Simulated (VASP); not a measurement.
Level of theory: PBEsol GGA, VASP's PBE PAW potentials (set 64) (plane waves; VASP).

A VASP calculation is set up with these files.

POSCAR:
```
PbS
1.0
  0.0000000000   2.9499783819   2.9499783819
  2.9499783819   0.0000000000   2.9499783819
  2.9499783819   2.9499783819   0.0000000000
Pb S
1 1
Cartesian
  0.0000000000   0.0000000000   0.0000000000
  2.9499783819   2.9499783819   2.9499783819
```

INCAR:
```
ALGO = Normal
EDIFF = 1E-6
EDIFFG = -0.02
ENCUT = 500
GGA = PS
IBRION = 2
ISIF = 3
ISMEAR = 0
LASPH = .True.
LCHARG = .False.
LMAXMIX = 4
LREAL = .False.
LWAVE = .False.
NELM = 100
NSW = 40
PREC = Accurate
SIGMA = 0.05
SYSTEM = PbS
```

### KPOINTS
```
Regular mesh
0
gamma
  8 8 8
```

POTCAR, in this order: Pb_d S (PBE.64 set). Program: vasp_std.

Output of the run:

OSZICAR:
```
       N       E                     dE             d eps       ncg     rms          rms(c)
DAV:   1     0.153134013152E+03    0.15313E+03   -0.97357E+03   812   0.147E+03
DAV:   2     0.214322941869E+01   -0.15099E+03   -0.14786E+03   884   0.345E+02
DAV:   3    -0.957590392492E+01   -0.11719E+02   -0.11666E+02  1082   0.101E+02
DAV:   4    -0.983971847260E+01   -0.26381E+00   -0.26368E+00   920   0.182E+01
DAV:   5    -0.985052756727E+01   -0.10809E-01   -0.10809E-01  1170   0.342E+00    0.449E+00
DAV:   6    -0.946068972446E+01    0.38984E+00   -0.11910E+00  1242   0.918E+00    0.304E+00
DAV:   7    -0.945760763955E+01    0.30821E-02   -0.11917E-01   900   0.205E+00    0.163E+00
DAV:   8    -0.945752836406E+01    0.79275E-04   -0.11840E-02   938   0.135E+00    0.145E-01
DAV:   9    -0.945724542206E+01    0.28294E-03   -0.23077E-03  1256   0.462E-01    0.756E-02
DAV:  10    -0.945731604809E+01   -0.70626E-04   -0.18495E-04   878   0.939E-02    0.333E-02
DAV:  11    -0.945731537495E+01    0.67314E-06   -0.23562E-05   996   0.601E-02    0.910E-03
DAV:  12    -0.945731549770E+01   -0.12275E-06   -0.16634E-06   766   0.188E-02
   1 F= -.94573155E+01 E0= -.94573103E+01  d E =-.945732E+01
```

OUTCAR:
```
------------------------ aborting loop because EDIFF is reached ----------------------------------------
  FORCE on cell =-STRESS in cart. coord.  units (eV):
  Direction    XX          YY          ZZ          XY          YZ          ZX
  --------------------------------------------------------------------------------------
  Total        0.0102947      0.0102947      0.0102947     -0.0000000     -0.0000000      0.0000000
  in kB        0.3212468      0.3212468      0.3212468     -0.0000000     -0.0000000      0.0000000
  external PRESSURE =       0.3212468 kB  Pullay stress =       0.0000000 kB
  volume of cell :       51.34
      direct lattice vectors                 reciprocal lattice vectors
     0.000000000  2.949978382  2.949978382    -0.169492767  0.169492767  0.169492767
     2.949978382  0.000000000  2.949978382     0.169492767 -0.169492767  0.169492767
     2.949978382  2.949978382  0.000000000     0.169492767  0.169492767 -0.169492767
  FREE ENERGIE OF THE ION-ELECTRON SYSTEM (eV)
  ---------------------------------------------------
  free  energy   TOTEN  =        -9.4573154977 eV

  energy  without entropy=       -9.4573051289  energy(sigma->0) =       -9.45731031

 reached required accuracy - stopping structural energy minimisation
```
(Selected blocks of OUTCAR.)

The compound is PbS in the rock salt structure. It was relaxed first.
